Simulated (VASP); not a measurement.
VASP runs on NiSi2 (fluorite) share one base input (PBE GGA, plane waves, VASP's PBE PAW potentials (set 64)) and change the settings named in each case.

### KPOINTS
```
Automatic mesh
0
Gamma
9 9 9
0 0 0
```

### INCAR
```
# general
SYSTEM  = NiSi2
PREC    = Accurate
ENCUT   = 400
LREAL   = .FALSE.
LASPH   = .TRUE.

# electronic loop
EDIFF   = 1E-6
NELM    = 100
ALGO    = Normal
LMAXMIX = 4

# smearing
ISMEAR  = 1
SIGMA   = 0.1

# functional
GGA     = PE

# ions
ISIF    = 2

# output
LWAVE   = .FALSE.
LCHARG  = .FALSE.
```

### POSCAR
```
NiSi2
1
    0.0000000000     2.7050000000     2.7050000000
    2.7050000000     0.0000000000     2.7050000000
    2.7050000000     2.7050000000     0.0000000000
Si Ni
2 1
Direct
  0.2500000000   0.2500000000   0.2500000000
  0.7500000000   0.7500000000   0.7500000000
  0.0000000000   0.0000000000   0.0000000000
```

POTCAR, in this order: Si Ni (PBE.64 set). Program: vasp_std.

| change | E(σ→0) (eV/atom) | pressure (GPa) | −TS (eV) | irreducible k-points |
|---|---|---|---|---|
| base run | -5.7881 | 3.28 | 0.0009 | 35 |
| KPOINTS 2×2×2 Monkhorst-Pack mesh | -5.6923 | -1.16 | 0.0032 | 2 |
| KPOINTS 3×3×3 Monkhorst-Pack mesh | -5.6813 | -0.16 | -0.0004 | 4 |
| KPOINTS 4×4×4 Monkhorst-Pack mesh | -5.7761 | 2.34 | -0.0032 | 10 |
| KPOINTS 11×11×11 Monkhorst-Pack mesh | ___ | ___ | ___ | 56 |

### Question
Complete the blanks.

### Answer

- KPOINTS 11×11×11 Monkhorst-Pack mesh, E(σ→0) (eV/atom): -5.7874
- KPOINTS 11×11×11 Monkhorst-Pack mesh, pressure (GPa): 2.54
- KPOINTS 11×11×11 Monkhorst-Pack mesh, −TS (eV): -0.0010

Left out are runs that ran out of time, are held back, or changed the cell or the kind of run, fixed moments of cells without a moment, rows past the twelfth, gaps on odd meshes, pressures of charged cells and columns that move by less than the noise.

The compound is NiSi2 in the fluorite structure. The cell was not relaxed at this level. The run is not spin-polarised, so no magnetic state was tried.
